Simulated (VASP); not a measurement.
Consider the following.

```
CELL_PARAMETERS angstrom
      0.00000     2.29047     2.29047
      2.29047     0.00000     2.29047
      2.29047     2.29047     0.00000
ATOMIC_POSITIONS crystal
  Na 0.00000 0.00000 0.00000
  F  0.50000 0.50000 0.50000
```

Level of theory: PBE GGA, VASP's PBE PAW potentials (set 64) (plane waves; VASP 6.6.1). Settings: 400 eV cut-off, 6×6×6 Γ-centred mesh, Fermi-Dirac smearing of 0.020 eV, potentials Na_pv F.

At this cut-off the stress carries a Pulay error, which pulls relaxed volumes low.

Question: What does the run give for the energy per atom (σ→0), pressure, band gap (on the k-mesh) with the smallest direct gap where there is one?

Answer: 
The band gap (on the k-mesh) comes out as 6.50 eV. The smallest direct gap (on the k-mesh) comes out as 6.50 eV and the energy per atom (σ→0) is -4.283 eV/atom. The pressure is -3.52 GPa.

The absolute energy has meaning only against runs of the same code, potentials and settings.

The structure comes from a computed database's NaF entry; how it stands against other phases isn't given here. The cell was not relaxed at this level.
